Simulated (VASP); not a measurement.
Set up this calculation in VASP 6.6.1, as the native input.

```yaml
Task: relaxation of cell and atoms
Functional: PBEsol
Potentials_or_basis: VASP PAW PBE potentials, release 64 (As)
Cutoff: 600 eV
k_mesh: 15 × 15 × 15
Occupations: gaussian, width 0.1 eV
Spin: no spin polarisation
Further_INCAR_settings: ALGO = Fast; EDIFF = 1e-07; IBRION = 2; EDIFFG = -0.005; NSW = 90; ISIF = 3
```

The structure of As lies in POSCAR:

```
As
1.0
    1.8797500000      1.0852741700      3.4857666700
   -1.8797500000      1.0852741700      3.4857666700
    0.0000000000     -2.1705483400      3.4857666700
As
2
Direct
    0.2275400000      0.2275400000      0.2275400000
    0.7724600000      0.7724600000      0.7724600000
```

These files were run (other wordings do the same):

INCAR

```
  PREC = Accurate
  ENCUT = 600
  EDIFF = 1E-7
  ISMEAR = 0
  SIGMA = 0.1
  LREAL = False
  LASPH = True
  NELM = 100
  ALGO = Fast
  ISIF = 3
  LWAVE = False
  LCHARG = False
  GGA = PS
  IBRION = 2
  NSW = 90
  EDIFFG = -0.005
```

KPOINTS

```
Automatic mesh
0
Gamma
  15 15 15
```

Potentials or basis: VASP PAW PBE potentials, release 64 (As).

Launch:

```sh
$ cat potpaw_PBE.64/As/POTCAR > POTCAR
$ mpirun -np 1 vasp_std > vasp.out
```

It gave:

```yaml
Relaxed_volume: 20.90 Å³/atom
Relaxed_cell: a = 4.011 Å, b = 4.011 Å, c = 4.011 Å, α = 56.37°, β = 56.37°, γ = 56.37°
Space_group_after_relaxing_to_0.05_Å: R-3m (No. 166)
Energy_gained_by_relaxing: 5.5 meV/atom
Ionic_steps: 12
Pressure_after_relaxing: 0.0 GPa
Band_gap_on_the_k_mesh: none (metal or under the smearing width)
```

Caveat: the PAW data sets were made with another functional, which shifts forces and pressure a little.

Wall time 14 min on 1 thread of Intel(R) Xeon(R) Platinum 8259CL CPU @ 2.50GHz (Skylake/Cascade Lake) (shared host), peak memory 0.33 GiB.
